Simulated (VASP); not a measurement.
# O on W(110): binding against coverage, part 10 of 10

Aim: adsorption energy and work function of O on W(110) from low coverage to a full layer.

VASP 6.6.1, plane waves and PAW; the level of theory is named at each step.

So far. Step 21 (The vacuum level with the adsorbate, coverage 2/9 …): The vacuum level lies 4.93 eV above the Fermi level at the upper face; the two faces differ by 0.06 eV, the step that the slab's dipole of 0.021 e·Å makes. Step 22 (Relaxing the adsorbate, coverage 3/9, k-mesh 4×4×1): The run ended after 20 ionic steps, 0.317 eV below its first step, once the forces on the free atoms met EDIFFG = -0.03.

## 23. The vacuum level with the adsorbate, coverage 3/9, k-mesh 4×4×1

Level of this step: PBE, no spin polarisation; plane waves and PAW (W, O) (VASP).

INCAR

```
SYSTEM = W9O
PREC = Normal
ENCUT = 440
EDIFF = 1E-06
NELM = 120
ISMEAR = 1
SIGMA = 0.15
LREAL = Auto
ALGO = Fast
GGA = PE
NBANDS = 112
LASPH = .TRUE.
LORBIT = 11
LWAVE = .FALSE.
LCHARG = .FALSE.
KPAR = 4
NCORE = 2
IDIPOL = 3
LDIPOL = .TRUE.
DIPOL = 0.5 0.5 0.515
LVHAR = .TRUE.
LVACPOTAV = .TRUE.
```

POSCAR

```
W9O
1.0
    9.5161750452      0.0000000000      0.0000000000
    4.7580875226      6.7289519054      0.0000000000
    0.0000000000      0.0000000000     19.4859679369
W O
27 3
Selective dynamics
Direct
    0.0000000000      0.0000000000      0.3848923500  F F F
    0.3333333300      0.0000000000      0.3848923500  F F F
    0.6666666700      0.0000000000      0.3848923500  F F F
    0.0000000000      0.3333333300      0.3848923500  F F F
    0.3333333300      0.3333333300      0.3848923500  F F F
    0.6666666700      0.3333333300      0.3848923500  F F F
    0.0000000000      0.6666666700      0.3848923500  F F F
    0.3333333300      0.6666666700      0.3848923500  F F F
    0.6666666700      0.6666666700      0.3848923500  F F F
    0.8344784516      0.3285956996      0.4967623468  T T T
    0.1702591788      0.3285956996      0.4967623468  T T T
    0.5014394949      0.3304543401      0.4970546539  T T T
    0.8347728249      0.6637876801      0.4970546539  T T T
    0.1678117916      0.6619290396      0.4967623468  T T T
    0.5035925088      0.6619290396      0.4967623468  T T T
    0.8369258388      0.9952623696      0.4967623468  T T T
    0.1681061649      0.9971210101      0.4970546539  T T T
    0.5011451216      0.9952623696      0.4967623468  T T T
    0.0062673702      0.9901996794      0.6108497512  T T T
    0.3368662804      0.9901996794      0.6108497512  T T T
    0.6709761547      0.9913810307      0.6069373980  T T T
    0.0043094847      0.3247143607      0.6069373980  T T T
    0.3396007002      0.3235330094      0.6108497512  T T T
    0.6701996204      0.3235330094      0.6108497512  T T T
    0.0035329504      0.6568663494      0.6108497512  T T T
    0.3376428147      0.6580477007      0.6069373980  T T T
    0.6729340402      0.6568663494      0.6108497512  T T T
    0.1222230958      0.0888871384      0.6723551260  T T T
    0.4555564258      0.4222204784      0.6723551260  T T T
    0.7888897658      0.7555538084      0.6723551260  T T T
```

KPOINTS

```
Automatic mesh
0
Gamma
4 4 1
0 0 0
```

PAW data sets: W and O (PBE family, release 64).

Command:

```bash
mpirun -np 8 vasp_std
```

Log:

```text
[... set-up lines as in an earlier step ...]
 entering main loop
       N       E                     dE             d eps       ncg     rms          rms(c)
DAV:   1     0.985509773652E+03    0.98551E+03   -0.62448E+04  1576   0.113E+03
DAV:   2    -0.216806972149E+03   -0.12023E+04   -0.11543E+04  2224   0.267E+02
DAV:   3    -0.364955131823E+03   -0.14815E+03   -0.14374E+03  1832   0.952E+01
DAV:   4    -0.376811640788E+03   -0.11857E+02   -0.11642E+02  2536   0.225E+01
[...]
RMM:  25    -0.351691692466E+03   -0.24580E-04   -0.25774E-06  1302   0.291E-03    0.202E-03
RMM:  26    -0.351691696561E+03   -0.40953E-05   -0.10216E-06  1190   0.199E-03    0.201E-03
RMM:  27    -0.351691697088E+03   -0.52635E-06   -0.52133E-07  1128   0.147E-03
 [... a notice as in an earlier step ...]

   1 F= -.35169170E+03 E0= -.35169427E+03  d E =0.771584E-02
```

Wall time 2.5 min (8 MPI ranks of AMD EPYC 7R43, shared host); peak memory 4 GiB; 20 min of CPU time.

Parts of OUTCAR (step 23):

```text
  Total      -42.9251494    -19.0927890     -1.4204861      0.0000000     -0.4314608      0.0000000
  in kB      -55.1176342    -24.5159161     -1.8239618      0.0000000     -0.5540132      0.0000000
  external PRESSURE =     -27.1525040 kB  Pullay stress =       0.0000000 kB

 POSITION                                       TOTAL-FORCE (eV/Angst)
 -----------------------------------------------------------------------------------
      0.00000      0.00000      7.50000         0.069086      0.001456     -0.107369
      3.17206      0.00000      7.50000        -0.069086      0.001456     -0.107369
      6.34412      0.00000      7.50000         0.000000      0.037076      0.264521
      1.58603      2.24298      7.50000         0.000000      0.037076      0.264521
      4.75809      2.24298      7.50000         0.069086      0.001456     -0.107369
      7.93015      2.24298      7.50000        -0.069086      0.001456     -0.107369
      3.17206      4.48597      7.50000        -0.069086      0.001456     -0.107369
      6.34412      4.48597      7.50000         0.000000      0.037076      0.264521
      9.51618      4.48597      7.50000         0.069086      0.001456     -0.107369
      9.50453      2.21110      9.67990         0.014171      0.001207      0.004813
      3.18370      2.21110      9.67990        -0.014171      0.001207      0.004813
      6.34412      2.22361      9.68559         0.000000     -0.005090     -0.015887
     11.10220      4.46660      9.68559         0.000000     -0.005090     -0.015887
      4.74644      4.45409      9.67990         0.014171      0.001207      0.004813
[...]
-----------------------------------------------------------------------------------
    total drift:                                0.000085     -0.014417      0.008802

  FREE ENERGIE OF THE ION-ELECTRON SYSTEM (eV)
  ---------------------------------------------------
  free  energy   TOTEN  =      -351.6916970875 eV

  energy  without entropy=     -351.6994129320  energy(sigma->0) =     -351.69426904

[... 2 parts as in an earlier step ...]

[... 1 further part left out ...]
[key lines of the parts left out:]
E-fermi :  -0.3076
```

At the end the adsorbate's closest contact with the slab is O-W at 2.04 Å, 1.59 Å to the side of the slab's atom, and its lowest atom lies 1.20 Å above the highest atom of the slab.

The vacuum level lies 4.99 eV above the Fermi level at the upper face; the two faces differ by 0.10 eV, the step that the slab's dipole of 0.035 e·Å makes.

VASP counts the dipole in electrons times Å, so a positive number points the physical dipole along −c.

The program found no field-free point at its default tolerance, but its printed level agrees with the flat part of the planar average.

## 24. All coverages together

This step: adsorption over the coverage, PBE; plane waves and PAW (VASP 6.6.1).

Derived from the runs above.

Four layers in the 1 x 1 and 2 x 2 cells, three in the 3 x 3 cell. Coverage series, by row:

| coverage (ML) | as a fraction | adsorption energy an adsorbate (eV) | change of the work function (eV) | height over the mean of the top layer (Å) | largest sideways move of an adsorbate, within the symmetry kept (Å) |
| --- | --- | --- | --- | --- | --- |
| 0.1111 | 1/9 | -4.17 | 0.029 | 1.24 | 0.06 |
| 0.2222 | 2/9 | -4.119 | 0.0621 | 1.228 | 0.09 |
| 0.25 | 1/4 | -4.255 | -0.0408 | 1.21 | 0.03 |
| 0.3333 | 3/9 | -4.075 | 0.1208 | 1.224 | 0.04 |
| 0.5 | 2/4 | -4.115 | 0.3093 | 1.226 | 0.09 |
| 0.75 | 3/4 | -4.054 | 0.787 | 1.195 | 0.04 |
| 1 | 1/1 | -3.89 | 1.522 | 1.208 | 0.04 |

Each energy is the slab with adsorbates less the clean slab of the same cell, divided by their number, less -4.928 eV for half of O2.

## 25. Outcome

* coverage 1/9: -4.17 eV
* coverage 2/9: -4.12 eV
* coverage 1/4: -4.25 eV
* coverage 3/9: -4.07 eV
* coverage 2/4: -4.12 eV
* coverage 3/4: -4.05 eV
* coverage 1/1: -3.89 eV

**Reading.** For O on the hollow site of W(110) the adsorption energy is -4.17 eV an adsorbate at a coverage of 1/9 and -3.89 eV at 1/1, against half of O2. The lowest rows, within 0.03 eV, are 1/4 (-4.25 eV). The work function changes by +0.03 eV at 1/9, +0.06 eV at 2/9, -0.04 eV at 1/4, +0.12 eV at 3/9, +0.31 eV at 2/4, +0.79 eV at 3/4 and +1.52 eV at 1/1. The bare lower face drifts too, by up to 0.09 eV, a thin-slab error in these numbers. One arrangement was run at each coverage. The cells differ in sampling or projectors, and the largest has one layer fewer, which can shift the rows of one cell against another.

[Lines on the potential files, build, host, timing and source positions are cut from VASP's logs without a mark.]

[Logs are printed without paths, hosts, clocks, repeated set-up lines and the standing remarks that a program may print on its own settings, such as how far it seeks lower states.]

[Hosts, paths, dates, database ids (printed as entryN), source tags and the programs' standing remarks are cut or masked in the printed files.]

[Runs that stopped without an error message from VASP are left out.]
